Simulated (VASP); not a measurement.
Here is the system:

```yaml
crystal:
  lattice:
    - [0.00000, 2.25079, 2.25079]
    - [2.25079, 0.00000, 2.25079]
    - [2.25079, 2.25079, 0.00000]
  atoms:
    - { symbol: Nb, position: [0.00000, 0.00000, 0.00000] }
    - { symbol: C, position: [0.50000, 0.50000, 0.50000] }
```

These are RPBE GGA, VASP's PBE PAW potentials (set 64) (plane waves; VASP) values and carry that method's errors. Numerical set-up: 520 eV cut-off, 16×16×16 Γ-centred mesh, tetrahedra with Blöchl corrections, potentials Nb_sv C.

Task: Tabulate the total density of states (states/eV per cell) against energy (eV; zero at the valence-band maximum or, without a gap, the Fermi level).

Result: 
```
E (eV) | DOS (states/eV)
    -9.98 |  0.06
    -9.74 |  0.00
    -9.50 |  0.00
    -9.26 |  0.00
    -9.02 |  0.00
    -8.90 |  0.00
    -8.66 |  0.00
    -8.42 |  0.00
    -8.18 |  0.00
    -7.94 |  0.00
    -7.70 |  0.00
    -7.46 |  0.01
    -7.22 | # 0.13
    -6.98 | # 0.23
    -6.74 | ## 0.34
    -6.62 | ## 0.41
    -6.38 | #### 0.63
    -6.14 | ##### 0.87
    -5.90 | ##### 0.92
    -5.66 | ###### 1.00
    -5.42 | ###### 1.04
    -5.18 | #### 0.76
    -4.94 | ####### 1.17
    -4.70 | ############ 2.03
    -4.46 | ##################### 3.67
    -4.34 | ############################## 5.13
    -4.10 | ################### 3.17
    -3.86 | ######### 1.56
    -3.62 | ####### 1.13
    -3.38 | ##### 0.88
    -3.14 | #### 0.71
    -2.90 | ### 0.58
    -2.66 | ### 0.50
    -2.42 | ## 0.41
    -2.18 | ## 0.32
    -2.06 | # 0.25
    -1.82 | ## 0.26
    -1.58 | ## 0.30
    -1.34 | ### 0.46
    -1.10 | ### 0.59
    -0.86 | #### 0.64
    -0.62 | #### 0.64
    -0.38 | #### 0.68
    -0.14 | #### 0.73
     0.10 | ##### 0.78
     0.22 | ##### 0.80
     0.46 | ##### 0.88
     0.70 | ###### 0.96
     0.94 | ####### 1.15
     1.18 | ######## 1.42
     1.42 | ##### 0.93
     1.66 | ######### 1.51
     1.90 | ############# 2.23
     2.14 | ########### 1.94
     2.38 | ######### 1.61
     2.50 | ######## 1.41
     2.74 | ####### 1.21
     2.98 | ############ 2.11
     3.22 | ############################ 4.85
     3.46 | ### 0.51
```
Within 2 eV below the Fermi level the largest weight inside VASP's projection spheres is Nb d, then C p.

The compound is NbC in the rock salt structure. It was relaxed first. The electron count is odd and the run is not spin-polarised, which forces a metal.
